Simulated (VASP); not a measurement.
Method: r2SCAN meta-GGA, VASP's PBE PAW potentials (set 64) (plane waves; VASP).

A VASP calculation is set up with these files.

### INCAR
```
SYSTEM  =  BN
PREC  =  Accurate; ENCUT  =  600; LREAL  =  .False.
LASPH  =  .True.
EDIFF  =  1E-7; NELM  =  100; ALGO  =  Normal
LMIXTAU  =  .True.
ISMEAR  =  0; SIGMA  =  0.05
METAGGA  =  R2SCAN
IBRION  =  2; NSW  =  40; ISIF  =  3
EDIFFG  =  -0.01; PSTRESS  =  50
LWAVE  =  .False.; LCHARG  =  .False.
```

### POSCAR
```
BN
1
   -0.0000000000     1.7991594754     1.7991594754
    1.7991594754    -0.0000000000     1.7991594754
    1.7991594754     1.7991594754     0.0000000000
B N
1 1
Direct
  0.0000000000   0.0000000000   0.0000000000
  0.2500000000   0.2500000000   0.2500000000
```

File KPOINTS:
```
Automatic mesh
0
Gamma
  12 12 12
```

POTCAR, in this order: B N (PBE.64 set). Program: vasp_std.

The run wrote:

**OSZICAR**
```
       N       E                     dE             d eps       ncg     rms          rms(c)
DAV:   1     0.982592020823E+01    0.98259E+01   -0.58245E+03  1184   0.115E+03
DAV:   2    -0.221517451788E+02   -0.31978E+02   -0.31008E+02  1592   0.212E+02
DAV:   3    -0.224291602149E+02   -0.27742E+00   -0.27742E+00  1456   0.229E+01
DAV:   4    -0.224293463984E+02   -0.18618E-03   -0.18618E-03  1496   0.544E-01
DAV:   5    -0.224293464692E+02   -0.70879E-07   -0.70879E-07  1368   0.918E-03    0.669E+00
DAV:   6    -0.189132102450E+02    0.35161E+01   -0.17519E+00  1592   0.115E+01    0.407E+00
DAV:   7    -0.194737416904E+02   -0.56053E+00   -0.12818E+00  1360   0.925E+00    0.164E+00
DAV:   8    -0.181285723452E+02    0.13452E+01   -0.10194E+00  1184   0.839E+00    0.178E+00
DAV:   9    -0.191688315727E+02   -0.10403E+01   -0.23984E-01  1176   0.531E+00    0.416E-01
DAV:  10    -0.191727747848E+02   -0.39432E-02   -0.50656E-02  1504   0.206E+00    0.140E-01
DAV:  11    -0.191700511770E+02    0.27236E-02   -0.36970E-03  1152   0.944E-01    0.757E-02
DAV:  12    -0.191722305854E+02   -0.21794E-02   -0.14061E-03  1152   0.477E-01    0.242E-02
DAV:  13    -0.191720538876E+02    0.17670E-03   -0.10149E-04  1248   0.102E-01    0.832E-03
DAV:  14    -0.191720748283E+02   -0.20941E-04   -0.63268E-06  1208   0.344E-02    0.548E-03
DAV:  15    -0.191720850915E+02   -0.10263E-04   -0.18300E-06  1152   0.197E-02    0.195E-03
DAV:  16    -0.191720861751E+02   -0.10836E-05   -0.43011E-07  1464   0.822E-03    0.918E-04
DAV:  17    -0.191720857807E+02    0.39439E-06   -0.30462E-08   576   0.255E-03    0.613E-04
DAV:  18    -0.191720859668E+02   -0.18607E-06   -0.22629E-08   576   0.185E-03    0.180E-04
DAV:  19    -0.191720859336E+02    0.33151E-07   -0.24455E-09   576   0.636E-04
   1 F= -.18808591E+02 E0= -.18808591E+02  d E =-.188086E+02
```

File OUTCAR:
```
------------------------ aborting loop because EDIFF is reached ----------------------------------------
  FORCE on cell =-STRESS in cart. coord.  units (eV):
  Direction    XX          YY          ZZ          XY          YZ          ZX
  --------------------------------------------------------------------------------------
  Total        0.3637589      0.3637589      0.3637589     -0.0000000      0.0000000      0.0000000
  in kB       50.0363119     50.0363119     50.0363119     -0.0000000      0.0000000      0.0000000
  external PRESSURE =       0.0363119 kB  Pullay stress =      50.0000000 kB
  volume of cell :       11.65
      direct lattice vectors                 reciprocal lattice vectors
     0.000000000  1.799159475  1.799159475    -0.277907549  0.277907549  0.277907549
     1.799159475  0.000000000  1.799159475     0.277907549 -0.277907549  0.277907549
     1.799159475  1.799159475  0.000000000     0.277907549  0.277907549 -0.277907549
  FREE ENERGIE OF THE ION-ELECTRON SYSTEM (eV)
  ---------------------------------------------------
  free  energy   TOTEN  =       -19.1720859336 eV

  energy  without entropy=      -19.1720859336  energy(sigma->0) =      -19.17208593
  enthalpy is  TOTEN    =       -18.8085909692 eV   P V=        0.3634949644

 reached required accuracy - stopping structural energy minimisation
```
(Selected blocks of OUTCAR.)

The compound is BN in the zinc blende structure. It was relaxed first under an external pressure of 5 GPa.
